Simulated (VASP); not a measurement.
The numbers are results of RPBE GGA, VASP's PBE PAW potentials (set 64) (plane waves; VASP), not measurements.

VASP input:

### KPOINTS
```
Automatic mesh
0
Gamma
13 13 13
0 0 0
```

### POSCAR
```
WSi2
1
   -1.6373868083     1.6373868083     3.9857176324
    1.6373868083    -1.6373868083     3.9857176324
    1.6373868083     1.6373868083    -3.9857176324
Si W
2 1
Direct
  0.6656415847   0.6656415847   1.0000000000
  0.3343584153   0.3343584153   0.0000000000
  1.0000000000   1.0000000000   1.0000000000
```

**INCAR**
```
SYSTEM  =  WSi2
PREC  =  Accurate; ENCUT  =  520; LREAL  =  .FALSE.
LASPH  =  .TRUE.
EDIFF  =  1E-7; NELM  =  100; ALGO  =  Normal
LMAXMIX  =  6
ISMEAR  =  1; SIGMA  =  0.1
GGA  =  RP
IBRION  =  2; NSW  =  30; ISIF  =  4
EDIFFG  =  -0.01
LWAVE  =  .FALSE.; LCHARG  =  .FALSE.
```

POTCAR, in this order: Si W_sv (PBE.64 set). Program: vasp_std.

Output

OUTCAR:
```
 ion  position               nearest neighbor table
   1  0.666  0.666  0.000-   2 2.64   3 2.67   3 2.67   3 2.67   3 2.67   3 2.67   2 2.68   2 2.68
                             2 2.68   2 2.68
   2  0.334  0.334  0.000-   1 2.64   3 2.67   3 2.67   3 2.67   3 2.67   3 2.67   1 2.68   1 2.68
                             1 2.68   1 2.68
   3  0.000  0.000  0.000-   1 2.67   2 2.67   1 2.67   2 2.67   1 2.67   1 2.67   1 2.67   2 2.67
                             2 2.67   2 2.67
  LATTYP: Found a body centered tetragonal cell.
 ALAT       =     3.2747736166
 C/A-ratio  =     2.4341942980
 Subroutine PRICEL returns:
 Original cell was already a primitive cell.
 Subroutine GETGRP returns: Found 16 space group operations
The static configuration has the point symmetry D_4h.
The dynamic configuration has the point symmetry D_4h.
 Subroutine INISYM returns: Found 16 space group operations
 Subroutine IBZKPT returns following result:
 Found    196 irreducible k-points:

 Following reciprocal coordinates:
            Coordinates               Weight
  0.000000  0.000000  0.000000      1.000000
  0.076923 -0.000000  0.000000      8.000000
  0.153846 -0.000000  0.000000      8.000000
  0.230769 -0.000000  0.000000      8.000000
  0.307692 -0.000000  0.000000      8.000000
  0.384615 -0.000000  0.000000      8.000000
  0.461538 -0.000000  0.000000      8.000000
  0.076923  0.076923  0.000000      8.000000
  0.153846  0.076923  0.000000     16.000000
  0.230769  0.076923 -0.000000     16.000000
  0.307692  0.076923  0.000000     16.000000
  0.384615  0.076923  0.000000     16.000000
  0.461538  0.076923  0.000000     16.000000
 -0.461538  0.076923 -0.000000     16.000000
 -0.384615  0.076923  0.000000     16.000000
 -0.307692  0.076923 -0.000000     16.000000
 -0.230769  0.076923 -0.000000     16.000000
 -0.153846  0.076923 -0.000000     16.000000
 -0.076923  0.076923  0.000000      4.000000
...
```

OSZICAR:
```
       N       E                     dE             d eps       ncg     rms          rms(c)
DAV:   1     0.125317098434E+03    0.12532E+03   -0.11122E+04  5880   0.147E+03
DAV:   2    -0.203354476030E+02   -0.14565E+03   -0.14379E+03  6790   0.355E+02
DAV:   3    -0.244973365415E+02   -0.41619E+01   -0.40849E+01  7903   0.513E+01
DAV:   4    -0.245284400331E+02   -0.31103E-01   -0.31071E-01  6741   0.527E+00
DAV:   5    -0.245288724701E+02   -0.43244E-03   -0.43239E-03  7994   0.613E-01    0.227E+01
DAV:   6    -0.237374900885E+02    0.79138E+00   -0.53778E+00  7119   0.166E+01    0.738E+00
DAV:   7    -0.236552860391E+02    0.82204E-01   -0.40641E-01  6811   0.364E+00    0.435E+00
DAV:   8    -0.236305164338E+02    0.24770E-01   -0.60306E-02  7441   0.223E+00    0.345E-01
DAV:   9    -0.236302285097E+02    0.28792E-03   -0.15344E-03  7189   0.331E-01    0.213E-01
DAV:  10    -0.236301789419E+02    0.49568E-04   -0.42958E-04  7161   0.206E-01    0.374E-02
DAV:  11    -0.236301680440E+02    0.10898E-04   -0.53130E-05  7406   0.610E-02    0.170E-02
DAV:  12    -0.236301676509E+02    0.39308E-06   -0.22996E-06  7225   0.110E-02    0.365E-03
DAV:  13    -0.236301668947E+02    0.75623E-06   -0.29121E-07  6648   0.517E-03    0.640E-04
DAV:  14    -0.236301667747E+02    0.12005E-06   -0.17227E-08  3556   0.144E-03    0.440E-04
DAV:  15    -0.236301667637E+02    0.10993E-07   -0.47179E-09  3353   0.754E-04
   1 F= -.23630167E+02 E0= -.23630189E+02  d E =-.236302E+02
       N       E                     dE             d eps       ncg     rms          rms(c)
DAV:   1    -0.236314744942E+02   -0.13077E-02   -0.35311E-02  6391   0.187E+00    0.162E-01
DAV:   2    -0.236308401121E+02    0.63438E-03   -0.14156E-03  7581   0.315E-01    0.877E-02
DAV:   3    -0.236306307819E+02    0.20933E-03   -0.52046E-04  7574   0.178E-01    0.242E-02
DAV:   4    -0.236306292326E+02    0.15493E-05   -0.27375E-05  6363   0.422E-02    0.923E-03
DAV:   5    -0.236306288216E+02    0.41102E-06   -0.11148E-06  7588   0.741E-03    0.478E-03
DAV:   6    -0.236306287593E+02    0.62265E-07   -0.27346E-07  6391   0.362E-03
   2 F= -.23630629E+02 E0= -.23630652E+02  d E =-.461996E-03
       N       E                     dE             d eps       ncg     rms          rms(c)
DAV:   1    -0.236306503917E+02   -0.21570E-04   -0.52079E-04  6398   0.227E-01    0.196E-02
DAV:   2    -0.236306407273E+02    0.96644E-05   -0.21206E-05  7609   0.382E-02    0.106E-02
DAV:   3    -0.236306375707E+02    0.31567E-05   -0.75828E-06  7602   0.212E-02    0.300E-03
DAV:   4    -0.236306375206E+02    0.50089E-07   -0.39968E-07  6279   0.507E-03
   3 F= -.23630638E+02 E0= -.23630661E+02  d E =-.470757E-03
       N       E                     dE             d eps       ncg     rms          rms(c)
DAV:   1    -0.236307961292E+02   -0.15856E-03   -0.56695E-03  6902   0.684E-01    0.571E-02
DAV:   2    -0.236307045466E+02    0.91583E-04   -0.23253E-04  7070   0.122E-01    0.292E-02
DAV:   3    -0.236306781027E+02    0.26444E-04   -0.63900E-05  7560   0.594E-02    0.831E-03
DAV:   4    -0.236306774488E+02    0.65393E-06   -0.46131E-06  6762   0.168E-02    0.425E-03
DAV:   5    -0.236306774120E+02    0.36810E-07   -0.23199E-07  6580   0.316E-03
   4 F= -.23630677E+02 E0= -.23630700E+02  d E =-.398914E-04
```

File OUTCAR:
```
------------------------ aborting loop because EDIFF is reached ----------------------------------------
  FORCE on cell =-STRESS in cart. coord.  units (eV):
  Direction    XX          YY          ZZ          XY          YZ          ZX
  --------------------------------------------------------------------------------------
  Total       -1.5882312     -1.5882312     -1.6000736      0.0000000      0.0000000      0.0000000
  in kB      -59.5326485    -59.5326485    -59.9765472      0.0000000      0.0000000      0.0000000
  external PRESSURE =     -59.6806148 kB  Pullay stress =       0.0000000 kB
  volume of cell :       42.74
      direct lattice vectors                 reciprocal lattice vectors
    -1.638245673  1.638245673  3.981539635     0.000000000  0.305204530  0.125579561
     1.638245673 -1.638245673  3.981539635     0.305204530  0.000000000  0.125579561
     1.638245673  1.638245673 -3.981539635     0.305204530  0.305204530  0.000000000
 POSITION                                       TOTAL-FORCE (eV/Angst)
 -----------------------------------------------------------------------------------
      0.00000      0.00000      5.29567         0.000000      0.000000      0.003058
      0.00000      0.00000      2.66741        -0.000000     -0.000000     -0.003058
      0.00000      0.00000      7.96308        -0.000000     -0.000000      0.000000
 -----------------------------------------------------------------------------------
    total drift:                                0.000000      0.000000      0.000000
  FREE ENERGIE OF THE ION-ELECTRON SYSTEM (eV)
  ---------------------------------------------------
  free  energy   TOTEN  =       -23.6306774120 eV

  energy  without entropy=      -23.6307459288  energy(sigma->0) =      -23.63070025

 reached required accuracy - stopping structural energy minimisation
```
(Selected blocks of OUTCAR.)

CONTCAR:
```
WSi2
   1.00000000000000
    -1.6382456725019316    1.6382456725019316    3.9815396352501731
     1.6382456725019316   -1.6382456725019316    3.9815396352501731
     1.6382456725019316    1.6382456725019316   -3.9815396352501731
  Si              W
     2     1
Direct
     0.6650273094624622    0.6650273094624622    0.0000000000000000
     0.3349726905375377    0.3349726905375377    0.0000000000000000
     1.0000000000000000    1.0000000000000000    0.0000000000000000
```

The compound is WSi2 in the MoSi2 type structure. This cell is one point of a volume scan, at 1.03 of the reference volume. Symmetry was kept, so distortions that lower it aren't found.
